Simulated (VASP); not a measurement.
Input:

```xyz
2
Lattice="0.0000 2.1505 2.1505 2.1505 0.0000 2.1505 2.1505 2.1505 0.0000" Properties=species:S:1:pos:R:3 pbc="T T T"
Si     0.0000     0.0000     0.0000
C      1.0753     1.0753     1.0753
```

These are PBE GGA, VASP's PBE PAW potentials (set 64) (plane waves; VASP) values and carry that method's errors. Numerical set-up: PREC = Normal, 500 eV cut-off, 4×4×4 Γ-centred mesh, Gaussian smearing of 0.010 eV, potentials Si_GW C_GW_new.

Problem. Estimate the energy per atom (σ→0), pressure, band gap (on the k-mesh) with the smallest direct gap where there is one.

Solution. 
```
Item                                         Result
-----------------------------------  --------------
band gap (on the k-mesh)                    1.27 eV
smallest direct gap (on the k-mesh)         4.55 eV
energy per atom (σ→0)                -7.438 eV/atom
pressure                                  13.57 GPa
```

The absolute energy has meaning only against runs of the same code, potentials and settings.

The compound is SiC in the zinc blende structure. This cell is one point of a volume scan, at 0.96 of the reference volume. The k-mesh is coarse (spacing up to 0.63 per Å, 2π included), so the numbers may not be converged in it.
